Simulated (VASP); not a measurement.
Here is the system:

```
CELL_PARAMETERS angstrom
      3.59885     0.00000     0.00000
     -1.79942     3.11669     0.00000
      0.00000     0.00000     7.49281
ATOMIC_POSITIONS crystal
  Cl 0.00000 0.00000 0.00000
  Cl 0.00000 0.00000 0.50000
  Cl 0.33333 0.66667 0.25000
  Cl 0.66667 0.33333 0.75000
```

Level of theory: PBEsol GGA, VASP's PBE PAW potentials (set 64) (plane waves; VASP). Run with 480 eV cut-off, 10×10×4 Γ-centred mesh, first-order Methfessel-Paxton smearing of 0.10 eV, potentials Cl.

Each row applies one change to this cell, which was relaxed at other settings and keeps the small stress of the first row; at a fixed cut-off the stress holds a Pulay part, so it need not integrate to ΔE exactly. Stress is in GPa, positive when the cell is compressed.

| change | ΔE (meV/atom) | σxx | σyy | σzz | largest shear component, with its sign (GPa) | largest force (eV/Å) |
|---|---|---|---|---|---|---|
| none | 0.0 | -0.12 | -0.12 | 0.02 | 0.00 | 0.000 |
| biaxial strain of -0.5 % in the xz plane | 0.4 | 0.26 | 0.29 | 0.74 | 0.00 | 0.024 |
| atom 3 (Cl) moved by 0.075 Å along z | ? | ? | ? | ? | ? | ? |
| isotropic strain of +4.0 % | ? | ? | ? | ? | ? | ? |
| uniaxial strain of +2.0 % along z | 2.1 | -0.86 | -0.86 | -1.84 | 0.00 | 0.000 |
| atom 3 (Cl) moved by 0.050 Å along z | 1.6 | -0.07 | -0.07 | 0.05 | 0.00 | 0.250 |
| isotropic strain of -1.0 % | 2.9 | 1.09 | 1.09 | 1.97 | 0.00 | 0.000 |
| isotropic strain of +3.0 % | 20.8 | -2.73 | -2.73 | -4.21 | 0.00 | 0.000 |

Task: What belongs in the gaps?

Result: 
- isotropic strain of +4.0 %, ΔE (meV/atom): 35.6
- isotropic strain of +4.0 %, σxx: -3.33
- isotropic strain of +4.0 %, σyy: -3.33
- isotropic strain of +4.0 %, σzz: -5.18
- isotropic strain of +4.0 %, largest shear component, with its sign (GPa): 0.00
- isotropic strain of +4.0 %, largest force (eV/Å): 0.000
- atom 3 (Cl) moved by 0.075 Å along z, ΔE (meV/atom): 3.5
- atom 3 (Cl) moved by 0.075 Å along z, σxx: -0.01
- atom 3 (Cl) moved by 0.075 Å along z, σyy: -0.01
- atom 3 (Cl) moved by 0.075 Å along z, σzz: 0.08
- atom 3 (Cl) moved by 0.075 Å along z, largest shear component, with its sign (GPa): 0.00
- atom 3 (Cl) moved by 0.075 Å along z, largest force (eV/Å): 0.374

Failed runs are left out, and for metals the shear rows, which the mesh's noise covers.

The structure was generated: Cl was put into the dhcp type (P6_3/mmc), which need not be its known phase.
